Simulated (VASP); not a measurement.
Input:

```xyz
2
Lattice="2.6393 0.0000 0.0000 -1.3197 2.2857 0.0000 0.0000 0.0000 4.6312" Properties=species:S:1:pos:R:3 pbc="T T T"
Zn     0.0000     1.5238     1.1578
Zn     1.3197     0.7619     3.4734
```

These are r2SCAN+rVV10, VASP's PBE PAW potentials (set 64) (plane waves; VASP) values and carry that method's errors. Run with 400 eV cut-off, 18×18×9 Γ-centred mesh, tetrahedra with Blöchl corrections, potentials Zn.

Problem. Estimate the energy per atom (σ→0), band gap (over mesh and band path) with the smallest direct gap where there is one.

Solution. 
```json
{
 "band gap (over mesh and band path)": "none (metal, semimetal or under 0.01 eV)",
 "energy per atom (σ→0)": "-8.558 eV/atom"
}
```

Total energies compare only between runs with the same potentials, cut-off and functional.

The structure comes from a measured Zn entry (P6_3/mmc) of the Crystallography Open Database, whose conditions weren't checked. It was relaxed first, which changed the volume by -8 %.
